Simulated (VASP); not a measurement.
# Mn3Zn (I4/mmm) in VASP: a series of runs

The runs below take Mn3Zn through single point, with RPBE.

Everything below comes from runs of VASP 6.6.1. Logs are shortened: lines on timing, memory, paths and dates and some standing lists are left out, and cuts for length are marked.

## (1) The crystal as given

The structure is tetragonal, space group I4/mmm (No. 139). Conventional cell: a = 3.509 Å, b = 3.509 Å, c = 7.644 Å, α = 90.00°, β = 90.00°, γ = 90.00°. Zn (site symmetry 4/mmm) is surrounded by 12 Mn at 2.48 to 2.59 Å. Mn (site symmetry 4/mmm) has 4 Zn at 2.48 Å and 8 Mn at 2.59 Å as nearest neighbours. Mn (site symmetry -4m2) is surrounded by 8 Mn at 2.48 to 2.59 Å and 4 Zn at 2.59 Å.

The cell comes from a database or a generator and needn't be the stable form of this composition.

## (2) Single point, RPBE, collinear spin, ferromagnetic start

INCAR

```
SYSTEM = Mn3Zn
  PREC = Accurate
  ENCUT = 520
  EDIFF = 1E-7
  ISMEAR = 0
  SIGMA = 0.05
  LREAL = .FALSE.
  LASPH = .TRUE.
  NELM = 150
  ALGO = Normal
  ISIF = 2
  LWAVE = .FALSE.
  LCHARG = .FALSE.
  ISPIN = 2
  MAGMOM = 0 4 4 4
  LORBIT = 11
  LMAXMIX = 4
  GGA = RP
```

KPOINTS

```
regular mesh
0
G
  11 11 11
  0 0 0
```

POSCAR

```
Mn3Zn
4.5565
   -0.385034566005      0.385034566005      0.838757599034
    0.385034566005     -0.385034566005      0.838757599034
    0.385034566005      0.385034566005     -0.838757599034
Zn Mn
1 3
Direct
    0.0000000000      0.0000000000      0.0000000000
    0.5000000000      0.5000000000      0.0000000000
    0.2500000000      0.7500000000      0.5000000000
    0.7500000000      0.2500000000      0.5000000000
```

Potentials or basis: VASP PAW PBE potentials, release 54 (Zn, Mn_pv).

On the command line:

```
cat potpaw_PBE.54/Zn/POTCAR potpaw_PBE.54/Mn_pv/POTCAR > POTCAR
mpirun -np 1 vasp_std > vasp.out
```

OUTCAR:

```text
SYSTEM = Mn3Zn
   PREC = Accurate
   ENCUT = 520
   EDIFF = 1E-7
   ISMEAR = 0
   LREAL = .FALSE.
   LASPH = .TRUE.
   NELM = 150
   ISIF = 2
   ISPIN = 2
   LORBIT = 11
   GGA = RP

 ion  position               nearest neighbor table
   1  0.000  0.000  0.000-   2 2.48   2 2.48   2 2.48   2 2.48   4 2.59   3 2.59   4 2.59   3 2.59
                             4 2.59   4 2.59   3 2.59   3 2.59
   2  0.500  0.500  0.000-   1 2.48   1 2.48   1 2.48   1 2.48   4 2.59   3 2.59   4 2.59   4 2.59
                             3 2.59   3 2.59   4 2.59   3 2.59
   3  0.250  0.750  0.500-   4 2.48   4 2.48   4 2.48   4 2.48   2 2.59   1 2.59   2 2.59   2 2.59
                             1 2.59   1 2.59   2 2.59   1 2.59
   4  0.750  0.250  0.500-   3 2.48   3 2.48   3 2.48   3 2.48   2 2.59   1 2.59   2 2.59   1 2.59
                             2 2.59   2 2.59   1 2.59   1 2.59

  LATTYP: Found a body centered tetragonal cell.
 ALAT       =     3.5088200000
 C/A-ratio  =     2.1783955860

  Lattice vectors:

 A1 = (  -1.7544100000,   1.7544100000,   3.8217990000)
 A2 = (   1.7544100000,  -1.7544100000,   3.8217990000)
 A3 = (   1.7544100000,   1.7544100000,  -3.8217990000)

Analysis of symmetry for initial positions (statically):
=====================================================================
 Subroutine PRICEL returns:
 Original cell was already a primitive cell.

 Routine SETGRP: Setting up the symmetry group for a
 body centered tetragonal supercell.

 Subroutine GETGRP returns: Found 16 space group operations
 (whereof 16 operations were pure point group operations)
 out of a pool of 16 trial point group operations.

The static configuration has the point symmetry D_4h.

Analysis of symmetry for dynamics (positions and initial velocities):
=====================================================================
 Subroutine PRICEL returns:
 Original cell was already a primitive cell.

 Routine SETGRP: Setting up the symmetry group for a
 body centered tetragonal supercell.

 Subroutine GETGRP returns: Found 16 space group operations
 (whereof 16 operations were pure point group operations)
 out of a pool of 16 trial point group operations.

The dynamic configuration has the point symmetry D_4h.

Analysis of structural, dynamic, and magnetic symmetry:
=====================================================================
 Subroutine PRICEL returns:
 Original cell was already a primitive cell.

 Routine SETGRP: Setting up the symmetry group for a
 body centered tetragonal supercell.

 Subroutine GETGRP returns: Found 16 space group operations
 (whereof 16 operations were pure point group operations)
 out of a pool of 16 trial point group operations.

The overall configuration has the point symmetry D_4h.

 Subroutine INISYM returns: Found 16 space group operations
 (whereof 16 operations are pure point group operations),
 and found     1 'primitive' translations

----------------------------------------------------------------------------------------

                                     Primitive cell

  volume of cell :      47.0533

  direct lattice vectors                    reciprocal lattice vectors
    -1.754410000  1.754410000  3.821799000     0.000000000  0.284996096  0.130828440
     1.754410000 -1.754410000  3.821799000     0.284996096  0.000000000  0.130828440
     1.754410000  1.754410000 -3.821799000     0.284996096  0.284996096  0.000000000

  length of vectors
     4.556539969  4.556539969  4.556539969     0.313590266  0.313590266  0.403045344

  position of ions in fractional coordinates (direct lattice)
     0.000000000  0.000000000  0.000000000
     0.500000000  0.500000000  0.000000000
     0.250000000  0.750000000  0.500000000
     0.750000000  0.250000000  0.500000000

  ion indices of the primitive-cell ions
   primitive index   ion index
                 1           1
                 2           2
                 3           3
                 4           4

----------------------------------------------------------------------------------------

 KPOINTS: regular mesh

Automatic generation of k-mesh.
 Grid dimensions read from file:
 generate k-points for:   11   11   11

 Generating k-lattice:

  Cartesian coordinates                     Fractional coordinates (reciprocal lattice)
     0.000000000  0.025908736  0.011893495     0.090909091 -0.000000000  0.000000000
     0.025908736  0.000000000  0.011893495    -0.000000000  0.090909091  0.000000000
     0.025908736  0.025908736  0.000000000     0.000000000  0.000000000  0.090909091

  Length of vectors
     0.028508206  0.028508206  0.036640486

  Shift w.r.t. Gamma in fractional coordinates (k-lattice)
     0.000000000  0.000000000  0.000000000

 Subroutine IBZKPT returns following result:
 ===========================================

 Found    126 irreducible k-points:

 Following reciprocal coordinates:
            Coordinates               Weight
  0.000000  0.000000  0.000000      1.000000
  0.090909  0.000000 -0.000000      8.000000
  0.181818  0.000000 -0.000000      8.000000
  0.272727 -0.000000  0.000000      8.000000
  0.363636  0.000000 -0.000000      8.000000
  0.454545  0.000000 -0.000000      8.000000
[... 16 lines left out ...]
 -0.272727  0.181818 -0.000000     16.000000
 -0.181818  0.181818  0.000000      4.000000
 [... further k-points ...]
   k-points           NKPTS =    126   k-points in BZ     NKDIM =    126   number of bands    NBANDS=     36
   number of dos      NEDOS =    301   number of ions     NIONS =      4
   total plane-waves  NPLWV =  46656
   dimension x,y,z NGX =    36 NGY =   36 NGZ =   36
   dimension x,y,z NGXF=    72 NGYF=   72 NGZF=   72
   ions per type =               1   3
   NGX,Y,Z   is equivalent  to a cutoff of  13.13, 13.13, 13.13 a.u.
   NGXF,Y,Z  is equivalent  to a cutoff of  26.27, 26.27, 26.27 a.u.
 SYSTEM =  Mn3Zn
   PREC   = accura    normal or accurate (medium, high low for compatibility)
   ISTART =      0    job   : 0-new  1-cont  2-samecut
   ICHARG =      2    charge: 1-file 2-atom 10-const
   ISPIN  =      2    spin polarized calculation?
   LNONCOLLINEAR =      F non collinear calculations
   LSORBIT =      F    spin-orbit coupling
   LASPH  =      T    aspherical Exc in radial PAW
   ENCUT  =  520.0 eV  38.22 Ry    6.18 a.u.   8.47  8.47  8.47*2*pi/ulx,y,z
   NELM   =    150;   NELMIN=  2; NELMDL= -5     # of ELM steps
   EDIFF  = 0.1E-06   stopping-criterion for ELM
   LREAL  =      F    real-space projection
   EDIFFG = 0.1E-05   stopping-criterion for IOM
   NSW    =      0    number of steps for IOM
   IBRION =     -1    ionic relax: 0-MD 1-quasi-New 2-CG
   NFREE  =      0    steps in history (QN), initial steepest desc. (CG)
   ISIF   =      2    stress and relaxation
   ISYM   =      2    0-nonsym 1-usesym 2-fastsym
   POTIM  = 0.5000    time-step for ionic-motion
   TEBEG  =    0.0;   TEEND  =   0.0 temperature during run
   PSTRESS=    0.0 pullay stress
   NELECT =      51.0000    total number of electrons
   NUPDOWN=      -1.0000    fix difference up-down
   EMIN   =  10.00;   EMAX   =-10.00  energy-range for DOS
   EFERMI =   0.00;   METHOD = LEGACY
   ISMEAR =     0;   SIGMA  =   0.05  broadening in eV -4-tet -1-fermi 0-gaus
   EFERMI_NEDOS =   21; number of points for ismear=-14 and -15
   IALGO  =     38    algorithm
   IMIX   =      4    mixing-type and parameters
     AMIX     =   0.40;   BMIX     =  1.00
     AMIX_MAG =   1.60;   BMIX_MAG =  1.00
  volume/ion in A,a.u.               =      11.76        79.38
  Fermi-wavevector in a.u.,A,eV,Ry     =   1.681647  3.177852 38.476422  2.827937
  Thomas-Fermi vector in A             =   2.765167
   LORBIT       =     11    0 simple, 1 ext, 2 COOP (PROOUT), +10 PAW based schemes
   GGA     = RP    functional components
   LHFCALC =     F    Hartree Fock is set to
   AEXX    =    0.0000 exact exchange contribution
   IVDW    =     0    specifies the selected vdW correction
   LEPSILON=     F    determine dielectric tensor
   LRPA    =     F    only Hartree local field effects (RPA)
 spin polarized calculation
 Gauss-broadening in eV      SIGMA  =   0.05
  energy-cutoff  :      520.00
  volume of cell :       47.05
 maximum number of plane-waves:      1307
 NGX is ok and might be reduce to    36
   NGX = 17   NGY = 17   NGZ = 17

 number of electron      51.0000000 magnetization      12.0000000

 number of electron      50.9999993 magnetization       3.7616649

 Free energy of the ion-electron system (eV)
  ---------------------------------------------------
  ext. energy  EPLUGINS =         0.00000000
  ---------------------------------------------------
  free energy    TOTEN  =       -25.29145935 eV

  energy without entropy =      -25.28645678  energy(sigma->0) =      -25.28895806

 E-fermi :   8.1111     XC(G=0): -13.1966

 val. band max:        8.1106966742   @ k =   0.2727   0.1818   0.0000
 cond. band min:       8.1141037733   @ k =  -0.3636  -0.3636   0.2727
 fundamental gap:      0.0034070991
 Fermi energy:         8.1111344953

 spin component 1

 k-point     1 :       0.0000    0.0000    0.0000
  band No.  band energies     occupation
      1     -40.4969      1.00000
      2     -40.4969      1.00000
      3     -40.4850      1.00000
      4     -40.4850      1.00000
      5     -40.4815      1.00000
      6     -40.2850      1.00000
[... 28 lines left out ...]
     35      16.2529      0.00000
     36      16.2529      0.00000

 k-point     2 :       0.0909    0.0000   -0.0000
  band No.  band energies     occupation
      1     -40.5057      1.00000
      2     -40.5003      1.00000
      3     -40.4871      1.00000
      4     -40.4751      1.00000
      5     -40.4634      1.00000
      6     -40.2831      1.00000
[... 28 lines left out ...]
     35      16.1148      0.00000
     36      16.7081      0.00000
[... 817 lines left out ...]
     35      15.8509      0.00000
     36      16.2837      0.00000

 k-point    24 :      -0.1818    0.1818    0.0000
  band No.  band energies     occupation
      1     -40.5378      1.00000
      2     -40.5101      1.00000
      3     -40.4885      1.00000
      4     -40.4308      1.00000
      5     -40.3893      1.00000
      6     -40.2720      1.00000
[... 28 lines left out ...]
     35      15.5416      0.00000
     36      16.2464      0.00000

 [... further k-points ...]

 spin component 2

 k-point     1 :       0.0000    0.0000    0.0000
  band No.  band energies     occupation
      1     -39.1996      1.00000
      2     -39.1996      1.00000
      3     -39.1818      1.00000
      4     -39.0004      1.00000
      5     -38.8769      1.00000
      6     -38.8769      1.00000
[... 28 lines left out ...]
     35      16.5757      0.00000
     36      16.6144      0.00000

 k-point     2 :       0.0909    0.0000   -0.0000
  band No.  band energies     occupation
      1     -39.2014      1.00000
      2     -39.1929      1.00000
      3     -39.1697      1.00000
      4     -39.0061      1.00000
      5     -38.8825      1.00000
      6     -38.8786      1.00000
[... 28 lines left out ...]
     35      16.8840      0.00000
     36      17.0414      0.00000
[... 817 lines left out ...]
     35      16.3440      0.00000
     36      16.9485      0.00000

 k-point    24 :      -0.1818    0.1818    0.0000
  band No.  band energies     occupation
      1     -39.2374      1.00000
      2     -39.1356      1.00000
      3     -39.0869      1.00000
      4     -39.0386      1.00000
      5     -38.9759      1.00000
      6     -38.8542      1.00000
[... 28 lines left out ...]
     35      16.0223      0.00000
     36      17.0245      0.00000

 [... further k-points ...]

------------------------ aborting loop because EDIFF is reached ----------------------------------------

  FORCE on cell =-STRESS in cart. coord.  units (eV):
  Direction    XX          YY          ZZ          XY          YZ          ZX
  --------------------------------------------------------------------------------------
  -------------------------------------------------------------------------------------
  Total        1.3852621      1.3852621      1.1313026      0.0000000      0.0000000      0.0000000
  in kB       47.1685477     47.1685477     38.5211583      0.0000000      0.0000000      0.0000000
  external PRESSURE =      44.2860846 kB  Pullay stress =       0.0000000 kB

 VOLUME and BASIS-vectors are now :
 -----------------------------------------------------------------------------
  energy-cutoff  :      520.00
  volume of cell :       47.05
      direct lattice vectors                 reciprocal lattice vectors
    -1.754410000  1.754410000  3.821799000     0.000000000  0.284996096  0.130828440
     1.754410000 -1.754410000  3.821799000     0.284996096  0.000000000  0.130828440
     1.754410000  1.754410000 -3.821799000     0.284996096  0.284996096  0.000000000

 POSITION                                       TOTAL-FORCE (eV/Angst)
 -----------------------------------------------------------------------------------
      0.00000      0.00000      0.00000         0.000000     -0.000000     -0.000000
      0.00000      0.00000      3.82180         0.000000     -0.000000     -0.000000
      1.75441      0.00000      1.91090        -0.000000      0.000000     -0.000000
      0.00000      1.75441      1.91090         0.000000     -0.000000      0.000000
 -----------------------------------------------------------------------------------
    total drift:                               -0.000000      0.000000      0.000000

  FREE ENERGIE OF THE ION-ELECTRON SYSTEM (eV)
  ---------------------------------------------------
  free  energy   TOTEN  =       -25.2914593489 eV

  energy  without entropy=      -25.2864567808  energy(sigma->0) =      -25.28895806

 total charge

# of ion       s       p       d       tot
------------------------------------------
    1        0.658   0.694   9.727  11.079
    2        0.354   6.328   5.116  11.797
    3        0.373   6.316   5.119  11.808
    4        0.373   6.316   5.119  11.808
--------------------------------------------------
tot          1.758  19.654  25.080  46.492

 magnetization (x)

# of ion       s       p       d       tot
------------------------------------------
    1       -0.021  -0.044   0.026  -0.040
    2       -0.002  -0.001   1.458   1.455
    3       -0.001  -0.012   1.184   1.170
    4       -0.001  -0.012   1.184   1.170
--------------------------------------------------
tot         -0.027  -0.069   3.851   3.756
```

It took 37 min on 1 thread of AMD EPYC 7R43 (Zen 3), shared host; peak memory 0.42 GiB.

Results:

```
Free energy                                           : -25.2915 eV
Pressure                                              : 4.4 GPa
Band gap on the k mesh                                : none (metal or under the smearing width)
Net moment                                            : 3.76 μB per cell
Site moments                                          : Zn -0.04; Mn +1.46, +1.17 μB
Valence electrons inside the program's atomic spheres : Zn 11.08; Mn 11.80, 11.81
```

Stress tensor (GPa, compression positive):
```
4.72 0.00 0.00
0.00 4.72 0.00
0.00 0.00 3.85
```

Caveat: the PAW data sets were made with another functional, which shifts forces and pressure a little.

## (3) Single point, RPBE, collinear spin, ferromagnetic start

run.py

```python
from ase.calculators.vasp import Vasp
from ase.dft.bandgap import bandgap
from ase.io import read

atoms = read('POSCAR')
atoms.set_initial_magnetic_moments([0.0, 4.0, 4.0, 4.0])
calc = Vasp(
    directory='calc',
    xc='rpbe',
    pp='PBE',
    setups='recommended',
    pp_version='54',
    prec='Accurate',
    encut=520,
    ediff=1e-06,
    ismear=0,
    sigma=0.05,
    lreal=False,
    lasph=True,
    nelm=120,
    algo='Fast',
    isif=2,
    lwave=False,
    lcharg=False,
    ispin=2,
    lorbit=11,
    lmaxmix=4,
    kpts=[11, 11, 11],
    gamma=True,
    nbands=38,
)
atoms.calc = calc

print('energy (eV):', atoms.get_potential_energy())
print('free energy (eV):', atoms.get_potential_energy(force_consistent=True))
print('forces (eV/A):')
print(atoms.get_forces())
print('stress (eV/A^3, Voigt):', atoms.get_stress())
print('Fermi level (eV):', calc.get_fermi_level())
print('moment (muB):', atoms.get_magnetic_moment())
print('site moments (muB):', atoms.get_magnetic_moments())
gap, top, bottom = bandgap(calc)
print('band gap (eV):', gap, 'from (spin, k, band)', top, 'to', bottom)
```

POSCAR

```
Mn3Zn
1.0
   -1.7544100000      1.7544100000      3.8217990000
    1.7544100000     -1.7544100000      3.8217990000
    1.7544100000      1.7544100000     -3.8217990000
Zn Mn
1 3
Direct
    0.0000000000      0.0000000000      0.0000000000
    0.5000000000      0.5000000000      0.0000000000
    0.2500000000      0.7500000000      0.5000000000
    0.7500000000      0.2500000000      0.5000000000
```

Potentials or basis: VASP PAW PBE potentials, release 54 (Zn, Mn_pv).

On the command line:

```
python run.py
```

Run time: 25 min. Hardware: 1 thread of AMD EPYC 7R43 (Zen 3), shared host; peak memory 0.44 GiB.

It converged, with:

| Property | Result |
| --- | --- |
| Free energy | -25.2915 eV |
| Pressure | 4.4 GPa |
| Band gap on the k mesh | none (metal or under the smearing width) |
| Net moment | 3.76 μB per cell |
| Site moments | Zn -0.04; Mn +1.46, +1.17 μB |
| Valence electrons inside the program's atomic spheres | Zn 11.08; Mn 11.80, 11.81 |

Stress tensor (GPa, compression positive):
```
4.72 0.00 0.00
0.00 4.72 0.00
0.00 0.00 3.85
```

Levels at points of the mesh, in eV from the Fermi level:
Spin up:
```
           k point  band 23  band 24  band 25  band 26  band 27  band 28  band 29  band 30  band 31  band 32
(0.00, 0.00, 0.00)    -1.41    -0.57    -0.57    -0.21     0.54     0.57     0.57     0.86     1.78     7.07
```
Spin down:
```tsv
k point	band 22	band 23	band 24	band 25	band 26	band 27
(0.00, 0.00, 0.00)	-0.65	-0.44	0.93	1.02	1.18	1.24
```

Caveat: the PAW data sets were made with another functional, which shifts forces and pressure a little.

## (4) The reference run

An earlier run on the cell as given: functional PBE; potentials or basis VASP PAW PBE potentials, release 64 (Zn, Mn_pv); cutoff 520 eV; k mesh 11 × 11 × 11; occupations fermi-dirac, width 0.05 eV; collinear spin, ferromagnetic start; starting moments [0.0, 4.0, 4.0, 4.0] μB.

- Pressure: -1.0 GPa
- Band gap on the k mesh: none (metal or under the smearing width)
- Net moment: 3.62 μB per cell
- Site moments: Zn -0.04; Mn +1.46, +1.09 μB
- Valence electrons inside the program's atomic spheres: Zn 11.09; Mn 11.80, 11.82
